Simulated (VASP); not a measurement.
A VASP calculation is set up with these files.

INCAR:
```
SYSTEM=Sc
PREC=Accurate; ENCUT=500; LREAL=F
LASPH=T
EDIFF=1E-6; NELM=100; ALGO=Normal
LMAXMIX=4
ISMEAR=1; SIGMA=0.1
GGA=PS
IBRION=2; NSW=40; ISIF=3
EDIFFG=-0.02; PSTRESS=50
LWAVE=F; LCHARG=F
```

POSCAR:
```
Sc
1.0
  1.6395085795  -2.8397120750   0.0000000000
  1.6395085795   2.8397120750   0.0000000000
  0.0000000000   0.0000000000   5.0760201415
Sc
2
Cart
  1.6395085795   0.9465725848   1.2690050354
  1.6395085795  -0.9465725848   3.8070151061
```

KPOINTS:
```
Automatic mesh
0
Gamma
13 13 7
0 0 0
```

POTCAR, in this order: Sc_sv (PBE.64 set). Program: vasp_std.

### Question
Translate this PBEsol calculation to Quantum ESPRESSO's pw.x.

### Answer
One equivalent input (not run):
```
&CONTROL
  calculation = 'vc-relax'
  pseudo_dir = './pseudo'
  outdir = './out'
  tprnfor = .true.
  tstress = .true.
  nstep = 40
  forc_conv_thr = 0.00078
/
&SYSTEM
  ibrav = 0
  nat = 2
  ntyp = 1
  ecutwfc = 78
  occupations = 'smearing'
  smearing = 'methfessel-paxton'
  degauss = 0.00735
  input_dft = 'pbesol'
/
&ELECTRONS
  conv_thr = 7.3e-08
  electron_maxstep = 100
/
&IONS
/
&CELL
  press = 50
/
ATOMIC_SPECIES
  Sc 44.956 Sc.upf
CELL_PARAMETERS angstrom
     1.6395086   -2.8397121    0.0000000
     1.6395086    2.8397121    0.0000000
     0.0000000    0.0000000    5.0760201
ATOMIC_POSITIONS crystal
  Sc   0.3333330  0.6666670  0.2500000
  Sc   0.6666670  0.3333330  0.7500000
K_POINTS automatic
  13 13 7 0 0 0
```
Limits of the translation: the potentials are each code's own (VASP's PAW set, PseudoDojo norm-conserving files in pw.x), so ENCUT and ecutwfc are chosen apart and not converted; conv_thr bounds pw.x's estimated SCF error, while EDIFF bounds the energy change between steps; forc_conv_thr acts on force components and is met together with etot_conv_thr.

The compound is Sc in the hcp structure. This run relaxes it under an external pressure of 5 GPa. Symmetry was kept, so distortions that lower it aren't found.
